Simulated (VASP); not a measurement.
Here is the system:

```
O2Si
1.0
    2.12364    -3.67826     0.00000
    2.12364     3.67826     0.00000
    0.00000     0.00000     5.08129
Si O
3 6
Cartesian
  3.02159  -2.12297   1.69376
  2.45140   0.00000   0.00000
  3.02159   2.12297   3.38753
  1.46781   0.12142   1.27671
  3.40823   1.21046   4.66424
  1.49489  -2.34639   2.11081
  3.40823  -1.21046   0.41705
  1.46781  -0.12142   3.80458
  1.49489   2.34639   2.97048
```

Computed with PBEsol GGA, VASP's PBE PAW potentials (set 64) (plane waves; VASP). Settings: 620 eV cut-off, 6×6×5 Γ-centred mesh, Gaussian smearing of 0.050 eV, potentials Si O.

Task: Estimate the energy per atom (σ→0), pressure, band gap (on the k-mesh) with the smallest direct gap where there is one.

Result: 
```
Quantity                                     Result
-----------------------------------  --------------
band gap (on the k-mesh)                    6.65 eV
smallest direct gap (on the k-mesh)         6.85 eV
energy per atom (σ→0)                -7.947 eV/atom
pressure                                  30.09 GPa
```

Total energies compare only between runs with the same potentials, cut-off and functional.

The compound is SiO2 in the quartz structure. It was relaxed first under an external pressure of 30 GPa.
